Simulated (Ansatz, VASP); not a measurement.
# AlFe: VASP beside Ansatz, part 2 of 2

One calculation is typed for both programs; each brings its own data sets and cutoff. How far apart do they land? The cell is taken from a series of VASP runs on this material, whose earlier steps may have relaxed, scaled or displaced it; both programs get it as it stands.

VASP 6.6.1 and Ansatz 0.2.0.

So far: Set-up; VASP: relaxation of cell and atoms, PBEsol.

**3. Ansatz: relaxation of cell and atoms, PBEsol**

Level of this step: Ansatz beside VASP: Kohn-Sham DFT, plane waves, PBEsol (Ansatz).

Ansatz runs on its default PAW (the set named soft_2) files.

The same cell, functional, mesh and smearing now go to Ansatz, which takes its cutoff from its data sets.

input.yaml reads:

```yaml
crystal:
  lattice:
    - [2.8458856008, 0.0, 0.0]
    - [0.0, 2.8458856008, 0.0]
    - [0.0, 0.0, 2.8458856008]
  atoms:
    - { symbol: Fe, position: [0.5, 0.5, 0.5], spin: 3.0 }
    - { symbol: Al, position: [0.0, 0.0, 0.0] }
hamiltonian:
  xc: pbesol
  pseudopotentials: { kind: paw }
magnetization:
  spin_polarized: true
kpoints:
  mp_grid: { grid: [16, 16, 16] }
scf:
  occupations: { method: methfessel_paxton, width: 0.15 }
relax:
  f_tol: 0.01
  max_steps: 60
  cell: { stress_tol: 0.05 }
output:
  forces: true
  stress: true
  write_density: true
  write_potential: true
  elf: true
  volumetric_format: npy
```

The run is started by

```bash
> ansatz run input.yaml --threads 4 --pin off --max-ram 9216MiB --backend cpu --events-out ev --progress --plain --runs-dir out
```

Numbers of over 12 decimals in the logs are rounded to 6 here.

Output:

```text
Engine: ansatz 0.2.0, aarch64-unknown-linux-gnu
Pseudopotentials: kind: paw
Pseudopotential: Fe, paw, valence charge 16, recommended cutoff 420 eV (normal), Fe.paw.azcp
Pseudopotential: Al, paw, valence charge 3, recommended cutoff 420 eV (normal), Al.paw.azcp
Functional definition: PBEsol
  exchange = pbesol_x
  correlation = pbesol_c
Crystal: 2 atoms, lattice volume = 23.049 Å³
Basis set: ecut = 420 eV, 461 PW (Γ), exchange–correlation on 40×40×40 points (8 copies of the dense FFT grid, shifted against one another)
Bands: 15, of which v1, the nominal top of the filled ones, is band 10 counted from 1 (9 counted from 0)
Symmetry: 48 space group operations
Space group: Pm-3m (ITA 221), of the structure as read, at distance tolerance 2.8e-5 Å
Magnetic group: BNS 221.92 (UNI 1594), of the structure as read, at distance tolerance 2.8e-5 Å
k-points: 165 of 4096
Non-local potential: Fe, projectors of the file, l = 0: 3, l = 1: 2, l = 2: 3, l = 3: 1
Non-local potential: Al, projectors of the file, l = 0: 2, l = 1: 2, l = 2: 1
PAW form: soft (Blöchl's): semilocal exchange-correlation on the pseudo side does not see the compensation charge
PAW frozen core: Fe, regenerated for the run's functional, and the local potential with it (the file was generated under x = pbe(κ = 0.804, μ = 0.219515), c = pbe(β = 0.066725))
PAW frozen core: Al, regenerated for the run's functional, and the local potential with it (the file was generated under x = pbe(κ = 0.804, μ = 0.219515), c = pbe(β = 0.066725))
PAW one-centre angular grid: Fe, 590 points (default); XC on 64 Gauss nodes
PAW one-centre angular grid: Al, 110 points (default); XC on 64 Gauss nodes
Initial density: superposition of atomic densities (chi_scale 0.1, normalization cell)
Starting moments: Σ|m| = 3 μB on 1 of 2 sites
Initial wavefunctions: pseudopotential atomic-orbital guess
Functional: x = pbesol(κ = 0.804, μ = 0.123457), c = pbesol(β = 0.046)
SCF iter   1: F=—  HF=-4973.222552 eV  |F-HF|=—  |Δ(HF+E_count)|=         —  Δρ=7.75e-2 (↑7.75e-2 ↓3.30e-2)  dr2=1.70e0  dr2_m=1.89e-1  M=2.298 μB ∫|m|=2.544 μB  β_m=0.30  ethr=3.10e-3  ⟨swp⟩=4.1  Hψ=22139  notcnv=0
Mixer restart at iter 1: flushing history
preconditioner: auto → none  [metal: Δε(μ)=0.003 eV  Ē_g=9.460 eV  σ=0.150 eV  W_gap=0.01  n_scr=6 (ndim 8)  ℏωp=25.7 eV  f_vac=0.000  D(μ)=2.51/eV (n_scr^D=32)  sad-step TF]
SCF iter   2: F=—  HF=-4972.655446 eV  |F-HF|=—  |Δ(HF+E_count)|=   5.67e-1  Δρ=3.10e-2 (↑3.10e-2 ↓2.24e-2)  dr2=1.58e-1  dr2_m=1.17e-1  M=2.214 μB ∫|m|=2.478 μB  β_m=0.36  ethr=3.10e-3  ⟨swp⟩=2.7  Hψ=11266  notcnv=0  defer=232
SCF iter   3: F=—  HF=-4973.932296 eV  |F-HF|=—  |Δ(HF+E_count)|=         —  Δρ=1.66e-1 (↑1.66e-1 ↓1.08e-1)  dr2=6.45e-1  dr2_m=3.89e0  M=0.891 μB ∫|m|=1.024 μB  β_m=1.00  ethr=8.29e-4  ⟨swp⟩=2.0  Hψ=6661  notcnv=0  defer=236
Mixer restart at iter 3: flushing history
SCF iter   4: F=—  HF=-4975.698031 eV  |F-HF|=—  |Δ(HF+E_count)|=    1.77e0  Δρ=1.45e-1 (↑1.40e-1 ↓1.45e-1)  dr2=1.49e1  dr2_m=1.03e-2  M=0.802 μB ∫|m|=0.952 μB  β_m=0.36  ethr=2.63e-4  ⟨swp⟩=3.8  Hψ=14339  notcnv=0  defer=283
SCF iter   5: F=—  HF=-4975.774236 eV  |F-HF|=—  |Δ(HF+E_count)|=   7.62e-2  Δρ=1.27e-1 (↑1.27e-1 ↓7.86e-2)  dr2=7.02e0  dr2_m=1.31e-1  M=0.665 μB ∫|m|=0.748 μB  β_m=0.29  ethr=2.63e-4  ⟨swp⟩=4.0  Hψ=17941  notcnv=0  defer=309
SCF iter   6: F=—  HF=-4974.054909 eV  |F-HF|=—  |Δ(HF+E_count)|=    1.72e0  Δρ=1.24e-2 (↑1.19e-2 ↓1.24e-2)  dr2=1.18e-2  dr2_m=2.79e-2  M=0.726 μB ∫|m|=0.830 μB  β_m=0.64  ethr=2.63e-4  ⟨swp⟩=3.3  Hψ=14087  notcnv=0  defer=354
SCF iter   7: F=—  HF=-4974.119469 eV  |F-HF|=—  |Δ(HF+E_count)|=   6.46e-2  Δρ=1.22e-2 (↑7.89e-3 ↓1.22e-2)  dr2=4.91e-2  dr2_m=2.48e-3  M=0.691 μB ∫|m|=0.784 μB  β_m=0.53  ethr=6.24e-5  ⟨swp⟩=2.0  Hψ=12092  notcnv=0  defer=338
SCF iter   8: F=—  HF=-4974.107223 eV  |F-HF|=—  |Δ(HF+E_count)|=   1.22e-2  Δρ=3.87e-3 (↑2.68e-3 ↓3.87e-3)  dr2=2.47e-3  dr2_m=7.83e-4  M=0.687 μB ∫|m|=0.776 μB  β_m=0.76  ethr=6.24e-5  ⟨swp⟩=2.0  Hψ=9135  notcnv=0  defer=338
SCF iter   9: F=—  HF=-4974.105019 eV  |F-HF|=—  |Δ(HF+E_count)|=   2.20e-3  Δρ=5.65e-4 (↑5.65e-4 ↓5.54e-4)  dr2=1.12e-6  dr2_m=6.45e-5  M=0.683 μB ∫|m|=0.770 μB  β_m=0.86  ethr=1.30e-5  ⟨swp⟩=2.0  Hψ=8685  notcnv=0  defer=337
SCF iter  10: F=—  HF=-4974.105007 eV  |F-HF|=—  |Δ(HF+E_count)|=   1.14e-5  Δρ=2.49e-4 (↑1.67e-4 ↓2.49e-4)  dr2=3.62e-5  dr2_m=4.94e-7  M=0.682 μB ∫|m|=0.767 μB  β_m=0.88  ethr=5.89e-9  ⟨swp⟩=2.6  Hψ=8870  notcnv=0  defer=337
SCF iter  11: F=—  HF=-4974.093233 eV  |F-HF|=—  |Δ(HF+E_count)|=         —  Δρ=1.73e-4 (↑1.13e-4 ↓1.73e-4)  dr2=5.08e-6  dr2_m=3.18e-7  M=0.682 μB ∫|m|=0.768 μB  β_m=0.88  ethr=5.89e-9  ⟨swp⟩=2.2  Hψ=8242  notcnv=0  defer=337
Mixer restart at iter 11: flushing history
iteration 11: the input's own smearing fills from here on; a Gaussian of 0.15 eV has filled iterations ahead of it
SCF iter  12: F=—  HF=-4974.093243 eV  |F-HF|=—  |Δ(HF+E_count)|=   1.02e-5  S|Δr|=    0.00e0  Δρ=3.29e-4 (↑3.29e-4 ↓3.24e-4)  dr2=8.03e-5  dr2_m=8.11e-8  M=0.682 μB ∫|m|=0.768 μB  β_m=0.88  ethr=5.89e-9  ⟨swp⟩=2.5  Hψ=8218  notcnv=0  defer=337
SCF iter  13: F=—  HF=-4974.093236 eV  |F-HF|=—  |Δ(HF+E_count)|=   7.37e-6  S|Δr|=    0.00e0  Δρ=2.15e-4 (↑1.67e-4 ↓2.15e-4)  dr2=2.75e-5  dr2_m=1.31e-7  M=0.682 μB ∫|m|=0.769 μB  β_m=0.63  ethr=5.89e-9  ⟨swp⟩=3.0  Hψ=8736  notcnv=0  defer=337
SCF iter  14: F=—  HF=-4974.093233 eV  |F-HF|=—  |Δ(HF+E_count)|=   3.20e-6  S|Δr|=    0.00e0  Δρ=8.77e-5 (↑6.16e-5 ↓8.77e-5)  dr2=4.19e-6  dr2_m=3.76e-8  M=0.682 μB ∫|m|=0.768 μB  β_m=0.82  ethr=5.89e-9  ⟨swp⟩=2.5  Hψ=7870  notcnv=0  defer=337
SCF iter  15: F=—  HF=-4974.093232 eV  |F-HF|=—  |Δ(HF+E_count)|=   5.54e-7  S|Δr|=    0.00e0  Δρ=1.52e-5 (↑9.42e-6 ↓1.52e-5)  dr2=1.19e-7  dr2_m=1.86e-9  M=0.682 μB ∫|m|=0.768 μB  β_m=0.81  ethr=5.89e-9  ⟨swp⟩=2.1  Hψ=5934  notcnv=0  defer=337
SCF iter  16: F=-4974.093232 eV  HF=-4974.093232 eV  |F-HF|=1.45e-9  |Δ(HF+E_count)|=   1.50e-8  S|Δr|=    0.00e0  Δρ=1.67e-6 (↑1.07e-6 ↓1.67e-6)  dr2=1.44e-9  dr2_m=2.52e-11  M=0.682 μB ∫|m|=0.769 μB  ethr=5.26e-10  ⟨swp⟩=6.1  Hψ=20662  notcnv=0
SCF 1 converged in 16 iterations: F = -4974.093232 eV  dr2 = 1.44e-9
  greatest PAW one-centre occupation: 1.001 electrons in one spin orbital (limit 2), on the Fe atom at site 0 (counted from 0), in its partial waves of l = 1
relax step   1: F+E_penalty+E_count = -4974.09323229 eV  Δ(F+E_penalty+E_count) = +0.000e0 eV  max|allowed force component| = 5.890e-29 eV/Å  Δτ_max = 0.0000 Å  P = -0.184 GPa  Ω = 23.049 Å³  (16 SCF iters, dr2 threshold 1.00e-7 eV, accepted)
[...]
relax step   2: F+E_penalty+E_count = -4974.09324951 eV  Δ(F+E_penalty+E_count) = -1.723e-5 eV  max|allowed force component| = 1.579e-29 eV/Å  Δτ_max = 0.0000 Å  P = -0.072 GPa  Ω = 23.036 Å³  energy of the carried Pulay correction = +6.511e-6 eV  (5 SCF iters, dr2 threshold 8.43e-8 eV, accepted)
[...]
relax step   3: F+E_penalty+E_count = -4974.09325565 eV  Δ(F+E_penalty+E_count) = -6.140e-6 eV  max|allowed force component| = 8.415e-30 eV/Å  Δτ_max = 0.0000 Å  P = -0.000 GPa  Ω = 23.027 Å³  energy of the carried Pulay correction = +1.070e-5 eV  (5 SCF iters, dr2 threshold 1.29e-8 eV, accepted)
[...]
relax step   4: F+E_penalty+E_count = -4974.09324102 eV  Δ(F+E_penalty+E_count) = +1.464e-5 eV  max|allowed force component| = 7.152e-29 eV/Å  Δτ_max = 0.0000 Å  P = -0.001 GPa  Ω = 23.027 Å³  stress off target by 9.76e-4 GPa  SCF on the basis re-selected at this cell (its energy is not comparable with the rows above)  (6 SCF iters)
basis re-selected at this cell: Δ(F+E_penalty+E_count) = +1.464e-5 eV, ΔP = -0.001 GPa vs the last step (what re-selecting the basis moved, of the pressure what is left beyond the Pulay correction that the steps carried, after the strain that the cell walked since its last selection, with what the two solves' SCF thresholds leave and, on support functions, any second-order correction that the steps lacked; it is no m [...]
SCF converged after 6 iterations
Stability not checked: this state was not tested for a lower state beside it, because cold or Methfessel-Paxton smearing, or corrected tetrahedra, fill the levels in a way that the test cannot read (fill_not_monotonic; see scf.lower_state_search)
Magnetization: 0.6818 μB (9.8409 up, 9.1591 down)
Absolute magnetization: 0.7679 μB (∫|ρ↑−ρ↓|, with the PAW one-centre terms)
Spin contamination: 0.0065 ħ² per cell (⟨S²⟩ above its minimum at these occupations)
Per-site moments (μB) at R_I (Å): [(0.704758, 1.016327), (-0.023432, 1.016327)]
Free energy (F): -4974.093241 eV
Harris-Foulkes:  -4974.093241 eV  (|F-HF|=9.09e-13)
Internal energy: -4974.094048 eV  (E = F + TS)
E sigma→0 (E₀):  -4974.093443 eV
Entropy (-TS):   0.000807 eV (0.403 meV/atom)
Fermi energy:    14.450900 eV
Step filling:    the computed levels leave a gap of 0.0008 eV = 0.0 smearing widths at the electron count; against every level under it full and every level over it empty, smearing changes F+E_penalty+E_count by -0.616 meV and its σ→0 estimate by -0.818 meV
--- Per-component energies (eV) ---
  E_band       = -239.328371
  E_kinetic    = 383.816778
  E_local      = -2712.988986  (includes V_loc(G=0)·N_el)
  E_nonlocal   = 227.775317
  E_hartree    = 1173.927619
  E_xc         = -159.500591
  E_vxc        = -184.465322  (∫ρ·V_xc dr)
  E_paw        = -1789.690777  (= ΣΔE_a)
  E_vpaw       = -301.322175  (= ΣTr[D̂ρ^β])
  E_aug_tail   = 0.000668  (compensation charges beyond the density's cutoff)
  E_ewald      = -2097.632418
  E_core_change = 0.198341  (= ΣΔE_core)
  E_smearing   = 0.000807  (= −TS)
  E_closure    = 0.000000  (closes the sum)
  Σ components = -4974.093241   (vs F -4974.093241, Δ=0.00e0)
--- Forces (eV/Å), atoms counted from 1 ---
  atom   1  Fe    -0.00000000     0.00000000     0.00000000
  atom   2  Al     0.00000000     0.00000000    -0.00000000
  max |Σ_I F_I| component: 1.43e-28 eV/Å
--- Stress (GPa, compression-positive) ---
       -0.000976      -0.000000       0.000000
       -0.000000      -0.000976       0.000000
        0.000000       0.000000      -0.000976
  P = ⅓ Tr σ = -0.0010 GPa (-0.010 kbar)
--- Band table (eV; the first three rows and the last of 330) ---
  k-point 0 ↑: bands = [... 6 lower, 11.7956, 14.1315, 14.1315, 14.1315, 20.9461, 20.9461, 20.9461, 23.9110, ... 1 higher]
  k-point 1 ↑: bands = [... 6 lower, 11.8183, 14.0847, 14.0847, 14.1364, 20.2616, 21.0553, 21.0553, 23.8879, ... 1 higher]
  k-point 2 ↑: bands = [... 6 lower, 11.8840, 13.9566, 13.9566, 14.1504, 18.9997, 21.3711, 21.3711, 23.8196, ... 1 higher]
  k-point 164 ↓: bands = [... 6 lower, 11.1131, 15.5392, 15.5392, 17.4823, 17.4823, 17.4823, 18.9484, 21.0409, ... 1 higher]
--- Relaxed structure (3 steps of the walk, 3 accepted, 1 SCFs on fresh bases) ---
  F+E_penalty+E_count = -4974.09324102 eV   max|allowed force component| = 7.152e-29 eV/Å   (the final SCF, on the basis selected at the relaxed cell)
  cell:  # Å, volume = 23.0269 Å³
    - [2.844976, 0, 0.0]
    - [0, 2.844976, 0]
    - [0.0, 0, 2.844976]
  atoms:
    - { symbol: Fe, position: [0.500000, 0.500000, 0.500000] }
    - { symbol: Al, position: [0, 0, 0] }
```

Elapsed: 6.9 s, on 4 threads of Arm Neoverse V2, shared host; peak memory 0.4 GiB.

**4. Differences**

Known differences besides the potentials themselves: both relaxations stop at a tolerance, which leaves soft axes loose, and VASP keeps its plane-wave basis; the data sets hold 19 valence electrons in Ansatz (default PAW (the set named soft_2) files) and 11 in VASP; the cutoff is 420 eV in Ansatz and 450 eV in VASP; Ansatz makes its cores anew for this functional, VASP keeps those of its PBE data sets; Ansatz adds a Pulay correction to the stress that steers its cell, VASP none; site moments are counted in spheres of each program's own size. Total energies have different zeros and are not compared.

Compared:

| quantity | Ansatz | VASP | difference |
| --- | --- | --- | --- |
| volume (Å³) | 23.03 | 23.05 | -0.10 % |
| edge a after relaxation, in the typed setting (Å) | 2.845 | 2.846 | -0.03 % |
| total moment (μB) | 0.68 | 0.68 | 0.00 |
| moment on Fe1 (μB) | 0.70 | 0.71 | -0.01 |

The walks stopped with 0.00 GPa left in Ansatz and -0.03 GPa in VASP; each walk ends within a tolerance, so the volume difference is uncertain by about these residues over the bulk modulus, most in soft cells.

**5. What came out**

| Item | Value |
| --- | --- |
| difference in volume (relaxation of cell and atoms, PBEsol) | -0.096 % |

**Reading.** The difference in volume is -0.096 % (relaxation of cell and atoms, PBEsol), within the 1.2 % picked in this series as the mark of a large difference, as far as the stopping tolerances let one tell. 1 further run of this series is not shown here. Such differences can come from data sets, numerical settings and the points named under the comparisons, not from the functional's error against experiment.

[Lines on the potential files, build, host, timing and source positions are cut from VASP's logs without a mark.]

[Logs are printed without paths, hosts, clocks, repeated set-up lines and the standing remarks that a program may print on its own settings, such as how far it seeks lower states.]

[Hosts, paths, dates, database ids (printed as entryN), source tags and the programs' standing remarks are cut or masked in the printed files.]
